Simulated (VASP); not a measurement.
Set up this calculation in VASP 6.6.1, as the native input.

* Task: relaxation of cell and atoms
* Functional: PBE
* Potentials or basis: VASP PAW PBE potentials, release 64 (Zr_sv, Pd, Se)
* Cutoff: 520 eV
* k mesh: 3 × 3 × 3
* Occupations: gaussian, width 0.15 eV
* Spin: no spin polarisation
* Further INCAR settings: PREC = Normal; ALGO = Fast; EDIFF = 0.0001; IBRION = 2; EDIFFG = -0.08; NSW = 24; ISIF = 3

The structure of Zr3PdSe4 lies in POSCAR:

```
Zr3PdSe4
1.0
    5.7331791600      0.0000000000      0.0000000000
    0.0000000000      5.7331791600      0.0000000000
    0.0000000000      0.0000000000      5.7331791600
Zr Pd Se
3 1 4
Direct
    0.0000000000      0.5000000000      0.5000000000
    0.5000000000      0.5000000000      0.0000000000
    0.5000000000      0.0000000000      0.5000000000
    0.0000000000      0.0000000000      0.0000000000
    0.7636086300      0.7636086300      0.2363913700
    0.7636086300      0.2363913700      0.7636086300
    0.2363913700      0.7636086300      0.7636086300
    0.2363913700      0.2363913700      0.2363913700
```

The cell was built by a generator and needn't be a form met in nature.

These files were run (other wordings do the same):

INCAR

```
ALGO = Fast
EDIFF = 1E-4
EDIFFG = -0.08
ENCUT = 520
GGA = PE
IBRION = 2
ISIF = 3
ISMEAR = 0
LASPH = T
LCHARG = F
LREAL = F
LWAVE = F
NELM = 60
NSW = 24
PREC = Normal
SIGMA = 0.15
```

KPOINTS

```
k-points
0
Gamma
  3 3 3
```

Potentials or basis: VASP PAW PBE potentials, release 64 (Zr_sv, Pd, Se).

Run with:

```sh
$ cat potpaw_PBE.64/Zr_sv/POTCAR potpaw_PBE.64/Pd/POTCAR potpaw_PBE.64/Se/POTCAR > POTCAR
$ mpirun -np 1 vasp_std > vasp.out
```

It gave:

| Item | Value |
| --- | --- |
| Relaxed volume | 26.61 Å³/atom |
| Relaxed cell | a = 5.971 Å, b = 5.971 Å, c = 5.971 Å, α = 90.00°, β = 90.00°, γ = 90.00° |
| Space group after relaxing (to 0.05 Å) | P-43m (No. 215) |
| Energy gained by relaxing | 112.8 meV/atom |
| Ionic steps | 7 |
| Pressure after relaxing | 0.3 GPa |
| Largest force after relaxing | 0.015 eV/Å |
| Band gap on the k mesh | none (metal or under the smearing width) |

Caveat: the k mesh is coarse (spacing up to 0.37 Å⁻¹), so the values aren't converged; the relaxation stopped at a loose force limit of 0.08 eV/Å, so its end isn't a converged minimum.

Run time: 110 s on 1 thread of Intel(R) Xeon(R) Platinum 8488C (Sapphire Rapids), with other jobs on the host, peak memory 0.21 GiB.
